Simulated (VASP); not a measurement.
A VASP calculation is set up with these files.

### INCAR
```
! general
SYSTEM   =  PtS
PREC     =  Accurate
ENCUT    =  400
LREAL    =  F
LASPH    =  T

! electronic loop
EDIFF    =  1E-6
NELM     =  100
ALGO     =  Normal
LMAXMIX  =  6

! smearing
ISMEAR   =  0
SIGMA    =  0.05

! functional
GGA      =  PS

! ions
IBRION   =  2
NSW      =  60
ISIF     =  3
EDIFFG   =  -0.02

! output
LWAVE    =  F
LCHARG   =  F
```

**POSCAR**
```
PtS
1
    3.4738315008     0.0000000000     0.0000000000
   -0.0000000000     3.4738315008     0.0000000000
    0.0000000000     0.0000000000     6.0634293834
Pt S
2 2
Direct
  0.5000000000   0.0000000000   0.5000000000
  0.0000000000   0.5000000000   0.0000000000
  0.0000000000   0.0000000000   0.7500000000
  0.0000000000   0.0000000000   0.2500000000
```

### KPOINTS
```
Automatic mesh
0
Gamma
 6 6 4
```

POTCAR, in this order: Pt S (PBE.64 set). Program: vasp_std.

Problem. Translate this PBEsol calculation to Quantum ESPRESSO's pw.x.

Solution. One equivalent input (not run):
```
&CONTROL
  calculation = 'vc-relax'
  pseudo_dir = './pseudo'
  outdir = './out'
  tprnfor = .true.
  tstress = .true.
  nstep = 60
  forc_conv_thr = 0.00078
/
&SYSTEM
  ibrav = 0
  nat = 4
  ntyp = 2
  ecutwfc = 84
  occupations = 'smearing'
  smearing = 'gaussian'
  degauss = 0.003675
  input_dft = 'pbesol'
/
&ELECTRONS
  conv_thr = 7.3e-08
  electron_maxstep = 100
/
&IONS
/
&CELL
/
ATOMIC_SPECIES
  Pt 195.084 Pt.upf
  S 32.060 S.upf
CELL_PARAMETERS angstrom
     3.4738315    0.0000000    0.0000000
    -0.0000000    3.4738315    0.0000000
     0.0000000    0.0000000    6.0634294
ATOMIC_POSITIONS crystal
  Pt   0.5000000  0.0000000  0.5000000
  Pt   0.0000000  0.5000000  0.0000000
  S    0.0000000  0.0000000  0.7500000
  S    0.0000000  0.0000000  0.2500000
K_POINTS automatic
  6 6 4 0 0 0
```
What does not carry over: the potentials are each code's own (VASP's PAW set, PseudoDojo norm-conserving files in pw.x), so ENCUT and ecutwfc are chosen apart and not converted; conv_thr bounds pw.x's estimated SCF error, while EDIFF bounds the energy change between steps; forc_conv_thr acts on force components and is met together with etot_conv_thr.

The structure comes from a computed database's PtS entry (P4_2/mmc), a phase known from measurement. This run relaxes it. Symmetry was kept, so distortions that lower it aren't found. The start is the result of an earlier pass.
